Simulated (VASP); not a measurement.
GW runs with VASP on NaF (rock salt), on PBE orbitals with a Kohn-Sham gap of 6.33 eV on the mesh.

```cif
data_FNa
_chemical_formula_sum 'Na1 F1'
_space_group_name_H-M_alt 'P 1'
_space_group_IT_number 1
_cell_length_a 3.27390
_cell_length_b 3.27390
_cell_length_c 3.27390
_cell_angle_alpha 60.000
_cell_angle_beta 60.000
_cell_angle_gamma 60.000
loop_
_space_group_symop_operation_xyz
  'x, y, z'
loop_
_atom_site_label
_atom_site_type_symbol
_atom_site_fract_x
_atom_site_fract_y
_atom_site_fract_z
_atom_site_occupancy
Na1 Na 0.00000 0.00000 0.00000 1
F1 F 0.50000 0.50000 0.50000 1
```

Settings: PREC = Normal, 500 eV cut-off, 4×4×4 Γ-centred mesh, Gaussian smearing of 0.010 eV, potentials Na_sv_GW F_GW_new.

The mesh is coarse and the basis finite, so the quasiparticle values are not converged.

```tsv
run	level	NBANDS	ENCUTGW (eV)	QP gap (eV)	smallest direct QP gap (eV)
run 1	G0W0@PBE, 1 step(s)	64	150	10.55	10.55
run 2	G0W0@PBE, 1 step(s)	160	200	10.74	10.74
run 3	evGW0@PBE, 4 step(s)	160	200	(withheld)	(withheld)
```

**Question.** What belongs in the gaps?

**Answer.** 
- run 3, QP gap (eV): 11.54
- run 3, smallest direct QP gap (eV): 11.54

Left out are failed runs and those that VASP or the mesh makes unfit.

The compound is NaF in the rock salt structure. The cell was not relaxed at this level.
